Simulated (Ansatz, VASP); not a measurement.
# CoO (zincblende prototype): VASP beside Ansatz, part 2 of 3

Aim: how closely do two programs agree when they are given the same cell, functional and k mesh? The cell is invented: As first built, before any earlier steps moved the atoms (in the runner's words): zincblende prototype, lattice guessed from radii. It may not be a known or stable phase. The cell is taken from a series of runs on this material, whose earlier steps may have relaxed, scaled, displaced or heated it; both programs get it as it stands.

VASP 6.6.1 and Ansatz 0.2.0.

So far: Set-up; Ansatz: single point, LDA, DFT+U, pair 1.

### Step 3. VASP: single point, LDA, DFT+U, pair 1

Level of this step: LDA, DFT+U (Co d 5.25 eV), spin-polarised from a ferrimagnetic start; plane waves and PAW (Co, O); invented cell (VASP).

The same cell, functional (in two slightly different forms), mesh and smearing now go to VASP, with its own data sets.

Lines of VASP's logs that name or quote its potential files are left out, and so is its time.

The input, INCAR:

```
SYSTEM = CoO
PREC = Accurate
ENCUT = 520
EDIFF = 1E-06
NELM = 200
ISMEAR = -1
SIGMA = 0.05
LREAL = .FALSE.
ALGO = Normal
GGA = PW92
NBANDS = 33
ISPIN = 2
MAGMOM = 2.46 2.45 -2.43 0.18 0.1 -0.09
LDAU = .TRUE.
LDAUTYPE = 2
LDAUL = 2 -1
LDAUU = 5.25 0
LDAUJ = 0 0
LDAUPRINT = 1
LASPH = .TRUE.
LMAXMIX = 4
LORBIT = 11
LWAVE = .FALSE.
LCHARG = .FALSE.
ISIF = 2
GGA_COMPAT = .FALSE.
KPAR = 2
```

The input, POSCAR:

```
CoO
1.0
    0.0000000000      2.2851447630      2.2851447630
   -2.2851447630      0.0000000000     -2.2851447630
   -4.5702895260     -4.5702895260      4.5702895260
Co O
3 3
Direct
    1.0000000000      0.0000000000      0.0000000000
    0.3333333333      0.6666666667      0.6666666667
    0.6666666667      0.3333333333      0.3333333333
    0.3333333333      0.6666666667      0.9166666667
    0.6666666667      0.3333333333      0.5833333333
    1.0000000000      0.0000000000      0.2500000000
```

The input, KPOINTS:

```
Automatic mesh
0
Gamma
10 10 4
0 0 0
```

PAW data sets: Co and O (LDA family, release 64).

Command:

```bash
$ mpirun -np 2 vasp_std
```

Numbers of over 12 decimals in the logs are rounded to 6 here.

What it wrote:

```text
[banner, memory and clock lines left out]
running    2 mpi-ranks, on    1 nodes
 distrk:  each k-point on    1 cores,    2 groups
 distr:  one band on    1 cores,    1 groups

 POSCAR found type information on POSCAR CoO
 POSCAR found :  2 types and       6 ions
|                                                                             |
|               ----> ADVICE to this user running VASP <----                  |
|                                                                             |
|     You enforced a specific xc type in the INCAR file but a different       |
|     [... a line on the potential file left out ...]
|     I HOPE YOU KNOW WHAT YOU ARE DOING!                                     |
|                                                                             |

 LDA part: xc-table for (Slater(with rela. corr.)+PW92), standard interpolation
 POSCAR, INCAR and KPOINTS ok, starting setup
 FFT: planning ... GRIDC
 FFT: planning ... GRID_SOFT
 FFT: planning ... GRID
 WAVECAR not read
 entering main loop
       N       E                     dE             d eps       ncg     rms          rms(c)
DAV:   1     0.430858490661E+03    0.43086E+03   -0.20353E+04  6608   0.159E+03
DAV:   2     0.218592156337E+02   -0.40900E+03   -0.37347E+03  6881   0.373E+02
DAV:   3    -0.387907445637E+02   -0.60650E+02   -0.58094E+02  7624   0.166E+02
DAV:   4    -0.409612833383E+02   -0.21705E+01   -0.21563E+01  7622   0.339E+01
DAV:   5    -0.410200942465E+02   -0.58811E-01   -0.58775E-01  9173   0.519E+00    0.304E+01
DAV:   6    -0.369761230241E+02    0.40440E+01   -0.73972E+01  9912   0.123E+02    0.376E+01
DAV:   7    -0.366140608856E+02    0.36206E+00   -0.13037E+01  8394   0.604E+01    0.176E+01
DAV:   8    -0.380253173359E+02   -0.14113E+01   -0.38321E+00  9896   0.231E+01    0.121E+01
DAV:   9    -0.385101568034E+02   -0.48484E+00   -0.89112E-01 10628   0.126E+01    0.319E+00
DAV:  10    -0.387506370522E+02   -0.24048E+00   -0.32970E-01  9621   0.979E+00    0.101E+00
DAV:  11    -0.387515458418E+02   -0.90879E-03   -0.94462E-02  8340   0.279E+00    0.568E-01
DAV:  12    -0.387569025222E+02   -0.53567E-02   -0.10984E-02  8994   0.120E+00    0.339E-01
DAV:  13    -0.387582408442E+02   -0.13383E-02   -0.14364E-03  9531   0.789E-01    0.158E-01
DAV:  14    -0.387587298905E+02   -0.48905E-03   -0.11243E-03 10088   0.439E-01    0.765E-02
DAV:  15    -0.387589020180E+02   -0.17213E-03   -0.36278E-04 10462   0.297E-01    0.421E-02
DAV:  16    -0.387589365942E+02   -0.34576E-04   -0.12402E-04  8868   0.119E-01    0.253E-02
DAV:  17    -0.387589735037E+02   -0.36910E-04   -0.92847E-05 10377   0.121E-01    0.200E-02
DAV:  18    -0.387589851560E+02   -0.11652E-04   -0.39773E-05 10444   0.700E-02    0.140E-02
DAV:  19    -0.387589885328E+02   -0.33768E-05   -0.16925E-05 10379   0.553E-02    0.620E-03
DAV:  20    -0.387589895433E+02   -0.10105E-05   -0.42890E-06  6042   0.262E-02    0.326E-03
DAV:  21    -0.387589898169E+02   -0.27367E-06   -0.14621E-06  4531   0.115E-02
   1 F= -.38758990E+02 E0= -.38758990E+02  d E =-.115390E-06  mag=     3.0000
```

From OUTCAR (step 3):

```text
ion  position               nearest neighbor table
   1  0.000  0.000  0.000-   4 1.98   4 1.98   6 1.98   4 1.98
   2  0.333  0.667  0.667-   5 1.98   4 1.98   5 1.98   5 1.98
   3  0.667  0.333  0.333-   6 1.98   5 1.98   6 1.98   6 1.98
   4  0.333  0.667  0.917-   1 1.98   1 1.98   2 1.98   1 1.98
   5  0.667  0.333  0.583-   2 1.98   3 1.98   2 1.98   2 1.98
   6  0.000  0.000  0.250-   3 1.98   1 1.98   3 1.98   3 1.98

  LATTYP: Found a hexagonal cell.
 ALAT       =     3.2316827158
 C/A-ratio  =     2.4494897428

 Subroutine GETGRP returns: Found  6 space group operations
 (whereof  6 operations were pure point group operations)

The static configuration has the point symmetry C_3v.

 Found     50 irreducible k-points:

   k-points           NKPTS =     50   k-points in BZ     NKDIM =     50   number of bands    NBANDS=     33

   dimension x,y,z NGX =    24 NGY =   24 NGZ =   60
   dimension x,y,z NGXF=    48 NGYF=   48 NGZF=  120

   ENCUT  =  520.0 eV  38.22 Ry    6.18 a.u.   6.01  6.01 14.72*2*pi/ulx,y,z

   NELECT =      45.0000    total number of electrons

 k-points in reciprocal lattice and weights: Automatic mesh
   0.00000000  0.00000000  0.00000000       0.003
   0.10000000  0.00000000  0.00000000       0.015
   0.20000000  0.00000000  0.00000000       0.015
   0.30000000  0.00000000  0.00000000       0.015
   0.40000000  0.00000000  0.00000000       0.015
   0.50000000  0.00000000  0.00000000       0.007
   0.10000000  0.10000000  0.00000000       0.015
   0.20000000  0.10000000  0.00000000       0.030
   0.30000000  0.10000000 -0.00000000       0.030
[...]
0.40000000  0.20000000  0.50000000       0.015
   0.30000000  0.30000000  0.50000000       0.015

atom =   1  type =  1  l = 2

 onsite density matrix

spin component  1

  0.9960  0.0001  0.0013  0.0001 -0.0000
  0.0001  0.9960  0.0007 -0.0001 -0.0012
  0.0013  0.0007  0.9748  0.0007  0.0000
  0.0001 -0.0001  0.0007  0.9960  0.0012
 -0.0000 -0.0012  0.0000  0.0012  0.9748

spin component  2

  0.1159  0.0002  0.0114  0.0002 -0.0000
  0.0002  0.1159  0.0057 -0.0002 -0.0099
  0.0114  0.0057  0.9635  0.0057 -0.0000
  0.0002 -0.0002  0.0057  0.1159  0.0099
 -0.0000 -0.0099 -0.0000  0.0099  0.9635

 occupancies and eigenvectors

  o =  0.1154  v =  0.0000  0.0000  0.0000  0.0000  0.0000  0.5774 -0.5774 -0.0000 -0.5774  0.0000      0.0000  0.0000  0.0000  0.0000  0.0000  0.0000  0.0000  0.0000  0.0000  0.0000
  o =  0.1159  v =  0.0000  0.0000  0.0000  0.0000  0.0000 -0.8081 -0.3038  0.0164 -0.5044  0.0023      0.0000  0.0000  0.0000  0.0000  0.0000  0.0000  0.0000  0.0000  0.0000  0.0000
  o =  0.1159  v =  0.0000  0.0000  0.0000  0.0000  0.0000  0.1158  0.7578 -0.0023 -0.6420  0.0164      0.0000  0.0000  0.0000  0.0000  0.0000  0.0000  0.0000  0.0000  0.0000  0.0000
  o =  0.9637  v =  0.0000  0.0000  0.0000  0.0000  0.0000 -0.0135 -0.0067 -0.9999 -0.0067 -0.0000      0.0000  0.0000  0.0000  0.0000  0.0000  0.0000  0.0000  0.0000  0.0000  0.0000
[...]
o =  0.1154  v = -0.1035  0.6496  0.0015 -0.7531  0.0117  0.0000  0.0000  0.0000  0.0000  0.0000      0.0000  0.0000  0.0000  0.0000  0.0000  0.0000  0.0000  0.0000  0.0000  0.0000
  o =  0.1259  v = -0.5774  0.5774 -0.0000  0.5774 -0.0000  0.0000  0.0000  0.0000  0.0000  0.0000      0.0000  0.0000  0.0000  0.0000  0.0000  0.0000  0.0000  0.0000  0.0000  0.0000
  o =  0.9662  v =  0.0000 -0.0083 -0.0000  0.0083  0.9999  0.0000  0.0000  0.0000  0.0000  0.0000      0.0000  0.0000  0.0000  0.0000  0.0000  0.0000  0.0000  0.0000  0.0000  0.0000
  o =  0.9662  v =  0.0096  0.0048  0.9999  0.0048  0.0000  0.0000  0.0000  0.0000  0.0000  0.0000      0.0000  0.0000  0.0000  0.0000  0.0000  0.0000  0.0000  0.0000  0.0000  0.0000
  o =  0.9731  v =  0.0000  0.0000  0.0000  0.0000  0.0000 -0.0254 -0.0524  0.4835  0.0270 -0.8730      0.0000  0.0000  0.0000  0.0000  0.0000  0.0000  0.0000  0.0000  0.0000  0.0000
  o =  0.9731  v =  0.0000  0.0000  0.0000  0.0000  0.0000  0.0458  0.0009 -0.8730  0.0449 -0.4835      0.0000  0.0000  0.0000  0.0000  0.0000  0.0000  0.0000  0.0000  0.0000  0.0000
  o =  0.9879  v =  0.0000  0.0000  0.0000  0.0000  0.0000  0.5774 -0.5774 -0.0000 -0.5774  0.0000      0.0000  0.0000  0.0000  0.0000  0.0000  0.0000  0.0000  0.0000  0.0000  0.0000
  o =  0.9956  v =  0.0000  0.0000  0.0000  0.0000  0.0000  0.7608  0.6331  0.0599  0.1277 -0.0230      0.0000  0.0000  0.0000  0.0000  0.0000  0.0000  0.0000  0.0000  0.0000  0.0000
  o =  0.9956  v =  0.0000  0.0000  0.0000  0.0000  0.0000 -0.2918  0.5130 -0.0230 -0.8047 -0.0599      0.0000  0.0000  0.0000  0.0000  0.0000  0.0000  0.0000  0.0000  0.0000  0.0000

 average (electrostatic) potential at core
       1 -83.3409       2 -83.3813       3 -83.3495       4 -71.0790       5 -71.1642
       6 -71.1215

 E-fermi :   4.9851

 spin component 1
 k-point     1 :       0.0000    0.0000    0.0000
  band No.  band energies     occupation
    ...
     20       3.6703      1.00000
     21       4.0071      1.00000
     22       4.0071      1.00000
     23       4.2953      1.00000
     24       4.2953      1.00000
     25       5.4990      0.00003
     26       7.9541      0.00000
     27       8.7313      0.00000
     28       8.7314      0.00000
     29       9.0890      0.00000
    ...

 k-point     2 :       0.1000    0.0000    0.0000
  band No.  band energies     occupation
    ...
     20       3.6136      1.00000
     21       3.7410      1.00000
     22       3.8964      1.00000
     23       3.9535      1.00000
     24       4.2340      1.00000
     25       6.0373      0.00000
     26       7.9051      0.00000
     27       8.5406      0.00000
     28       8.6697      0.00000
     29       9.3948      0.00000
    ...

 k-point     3 :       0.2000    0.0000    0.0000
  band No.  band energies     occupation
    ...
     20       2.9880      1.00000
     21       3.4592      1.00000
     22       3.6204      1.00000
     23       3.6538      1.00000
     24       4.0557      1.00000
     25       7.0089      0.00000
     26       7.7297      0.00000
     27       8.3008      0.00000
     28       8.5059      0.00000
     29       9.8303      0.00000
    ...

 k-point     4 :       0.3000    0.0000    0.0000
  band No.  band energies     occupation
    ...
     20       2.5652      1.00000
     21       3.1207      1.00000
     22       3.3149      1.00000
     23       3.6204      1.00000
     24       3.8070      1.00000
     25       7.1457      0.00000
     26       7.8386      0.00000
     27       8.2976      0.00000
     28       8.6316      0.00000
     29      10.1665      0.00000
    ...

 k-point     5 :       0.4000    0.0000    0.0000
  band No.  band energies     occupation
    ...
     20       2.3982      1.00000
     21       2.9365      1.00000
     22       3.1363      1.00000
     23       3.5818      1.00000
     24       3.6660      1.00000
     25       6.8399      0.00000
     26       7.5944      0.00000
     27       8.1231      0.00000
     28       9.8035      0.00000
     29      10.4134      0.00000
    ...

 k-point     6 :       0.5000    0.0000    0.0000
  band No.  band energies     occupation
    ...
     20       2.3705      1.00000
     21       2.8417      1.00000
     22       3.0953      1.00000
     23       3.4885      1.00000
     24       3.7182      1.00000
     25       6.7008      0.00000
     26       7.4794      0.00000
     27       8.0547      0.00000
     28      10.2575      0.00000
     29      11.1604      0.00000
    ...

  Total       -4.0159352     -4.0159352     -4.0159352     -0.3290986      0.3290986      0.3290986
  in kB      -89.8679577    -89.8679577    -89.8679577     -7.3645170      7.3645170      7.3645170
  external PRESSURE =     -89.8679577 kB  Pullay stress =       0.0000000 kB

  energy-cutoff  :      520.00
  volume of cell :       71.60
      direct lattice vectors                 reciprocal lattice vectors
     0.000000000  2.285144763  2.285144763    -0.145869679  0.291739358  0.145869679
    -2.285144763  0.000000000 -2.285144763    -0.291739358  0.145869679 -0.145869679
    -4.570289526 -4.570289526  4.570289526    -0.072934840 -0.072934840  0.072934840

 POSITION                                       TOTAL-FORCE (eV/Angst)
 -----------------------------------------------------------------------------------
      0.00000      0.00000      0.00000        -0.136424     -0.136424      0.136424
     -4.57029     -2.28514      2.28514         0.002638      0.002638     -0.002638
     -2.28514      0.00000      2.28514        -0.103319     -0.103319      0.103319
     -5.71286     -3.42772      3.42772         0.071417      0.071417     -0.071417
     -3.42772     -1.14257      3.42772         0.092190      0.092190     -0.092190
     -1.14257     -1.14257      1.14257         0.073497      0.073497     -0.073497
 -----------------------------------------------------------------------------------
    total drift:                               -0.000022     -0.000022      0.000023

  FREE ENERGIE OF THE ION-ELECTRON SYSTEM (eV)
  ---------------------------------------------------
  free  energy   TOTEN  =       -38.7589898169 eV

  energy  without entropy=      -38.7589897015  energy(sigma->0) =      -38.75898976

 total charge
# of ion       s       p       d       tot
------------------------------------------
    1        0.358   0.436   7.185   7.978
    2        0.357   0.436   7.185   7.978
    3        0.357   0.436   7.187   7.980
    4        1.533   3.454   0.000   4.987
    5        1.534   3.451   0.000   4.985
    6        1.534   3.451   0.000   4.985
--------------------------------------------------
tot          5.673  11.663  21.556  38.893

 magnetization (x)
# of ion       s       p       d       tot
------------------------------------------
    1        0.014   0.044   2.660   2.719
    2        0.015   0.045   2.657   2.717
    3       -0.012  -0.043  -2.633  -2.688
    4        0.011   0.145   0.000   0.155
    5        0.007   0.078   0.000   0.084
    6       -0.005  -0.070   0.000  -0.075
--------------------------------------------------
tot          0.029   0.199   2.684   2.912

[... 6 further parts left out ...]
```

The run ends at a pressure of -8.99 GPa, with forces up to 0.24 eV/Å.

### Step 4. Comparison

Known differences besides the potentials themselves: VASP starts from the moments at which Ansatz ended; U acts on the PAW sphere in VASP and on atomic orbitals in Ansatz, so only states and trends compare; the data sets hold 69 valence electrons in Ansatz (on its default PAW (the set named soft_2) files) and 45 in VASP; the cutoff is 420 eV in Ansatz and 520 eV in VASP; VASP's log shows a relativistic correction to its local exchange, Ansatz's none; site moments are counted in spheres of each program's own size. Total energies have different zeros and are not compared.

Both answers:

```tsv
quantity	Ansatz	VASP	difference
total moment (μB)	3.00	3.00	0.00
moment on Co1 (μB)	2.46	2.72	-0.26
moment on Co2 (μB)	2.45	2.72	-0.26
moment on Co3 (μB)	-2.43	-2.69	+0.26
moment on O4 (μB)	0.18	0.15	+0.02
moment on O5 (μB)	0.10	0.08	+0.01
moment on O6 (μB)	-0.09	-0.07	-0.01
```

### Step 5. Ansatz: single point, LDA, DFT+U, pair 2

With cell and atoms fixed, the geometry can't cause a difference; cores, projectors, grids and the points listed under the comparison can.

The cell is taken from a series of runs on this material, whose earlier steps may have relaxed, scaled, displaced or heated it; both programs get it as it stands.

The input, input.yaml:

```yaml
crystal:
  lattice:
    - [0.0, 2.285144763, 2.285144763]
    - [-2.285144763, 0.0, -2.285144763]
    - [-4.570289526, -4.570289526, 4.570289526]
  atoms:
    - { symbol: Co, position: [0.0, 0.0, 0.0], spin: 3.0 }
    - { symbol: Co, position: [0.333333333, 0.666666667, 0.666666667], spin: 3.0 }
    - { symbol: Co, position: [0.666666667, 0.333333333, 0.333333333], spin: 3.0 }
    - { symbol: O, position: [0.333333333, 0.666666667, 0.916666667] }
    - { symbol: O, position: [0.666666667, 0.333333333, 0.583333333] }
    - { symbol: O, position: [0.0, 0.0, 0.25] }
magnetization:
  spin_polarized: true
kpoints:
  mp_grid: { grid: [10, 10, 4] }
hamiltonian:
  xc: lda
  hubbard:
    sites:
      - { species: Co, l: d, u_eff: 6.12 }
      - { site: 0, l: d, u_eff: 6.12, starting_ns: [{ spin: up, occupation_matrix: co1_major }, { spin: down, occupation_matrix: co1_minor }] }
      - { site: 1, l: d, u_eff: 6.12, starting_ns: [{ spin: up, occupation_matrix: co1_major }, { spin: down, occupation_matrix: co1_minor }] }
      - { site: 2, l: d, u_eff: 6.12, starting_ns: [{ spin: up, occupation_matrix: co1_major }, { spin: down, occupation_matrix: co1_minor }] }
    projectors: ortho-atomic
    occupation_matrices:
      co1_major:
        matrix:
          - [0.999, 0.0, 0.0, 0.0, 0.0]
          - [0.0, 0.995, 0.0, 0.0, 0.0]
          - [0.0, 0.0, 0.995, 0.0, 0.0]
          - [0.0, 0.0, 0.0, 0.999, 0.0]
          - [0.0, 0.0, 0.0, 0.0, 0.995]
      co1_minor:
        matrix:
          - [0.992, 0.0, 0.0, 0.0, 0.0]
          - [0.0, 0.105, 0.0, 0.0, 0.0]
          - [0.0, 0.0, 0.105, 0.0, 0.0]
          - [0.0, 0.0, 0.0, 0.992, 0.0]
          - [0.0, 0.0, 0.0, 0.0, 0.105]
scf:
  occupations: { method: fermi_dirac, width: 0.05 }
output:
  eigenvalues: true
```

Command:

```bash
$ ansatz run input.yaml --threads 4 --pin off --max-ram 8192MiB --backend cpu --events-out ev --progress --plain --runs-dir out
```

What it wrote:

```text
[...]
Crystal: 6 atoms, lattice volume = 71.597 Å³
Basis set: ecut = 420 eV, 1395 PW (Γ)
Bands: 47, of which v1, the nominal top of the filled ones, is band 35 counted from 1 (34 counted from 0)
Symmetry: 18 space group operations
[...]
k-points: 50 of 400 (time reversal used)
[...]
Starting moments: Σ|m| = 9 μB on 3 of 6 sites
[...]
k-point 0 ↑: bands = [... 31 lower, 6.0492, 8.7021, 8.7021, 8.7021, 8.7021, 9.3372, 9.3372, 9.3372, ... 8 higher]
  k-point 1 ↑: bands = [... 31 lower, 7.0656, 8.5213, 8.5213, 8.8184, 8.9290, 8.9290, 9.2847, 9.2847, ... 8 higher]
  k-point 2 ↑: bands = [... 31 lower, 8.0081, 8.0081, 8.4516, 8.4516, 9.1391, 9.1391, 9.1391, 9.1391, ... 8 higher]
  k-point 49 ↓: bands = [... 31 lower, 11.5632, 11.5632, 12.8555, 12.9047, 12.9599, 12.9599, 13.0467, 13.0467, ... 8 higher]
Occupation matrices written to <dir>
[key lines of the parts left out:]
SCF converged after 13 iterations
Magnetization: 9.0000 μB (39.0000 up, 30.0000 down)
Free energy (F): -16844.149569 eV
Fermi energy:    9.715900 eV
```

[end of part 2 of 3]

[Lines on the potential files, build, host, timing and source positions are cut from VASP's logs without a mark.]

[Logs are printed without paths, hosts, clocks, repeated set-up lines and the standing remarks that a program may print on its own settings, such as how far it seeks lower states.]

[Hosts, paths, dates, database ids (printed as entryN), source tags and the programs' standing remarks are cut or masked in the printed files.]
